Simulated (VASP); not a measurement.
```xyz
3
Lattice="0.0000 2.7229 2.7229 2.7229 0.0000 2.7229 2.7229 2.7229 0.0000" Properties=species:S:1:pos:R:3 pbc="T T T"
Ce     0.0000     0.0000     0.0000
O      1.3615     1.3615     1.3615
O      4.0844     4.0844     4.0844
```

Method: TPSS meta-GGA, VASP's PBE PAW potentials (set 64) (plane waves; VASP). Run with 520 eV cut-off, 8×8×8 Γ-centred mesh, tetrahedra with Blöchl corrections, potentials Ce O.

Problem. Predict the energy per atom (σ→0), band gap (over mesh and band path) with the smallest direct gap where there is one.

Solution. 
The band gap (over mesh and band path) is 1.99 eV. The smallest direct gap (over mesh and band path) is 2.08 eV and the energy per atom (σ→0) is -12.676 eV/atom.

Total energies compare only between runs with the same potentials, cut-off and functional.

The compound is CeO2 in the fluorite structure. It was relaxed first. The run is not spin-polarised, so no magnetic state was tried.
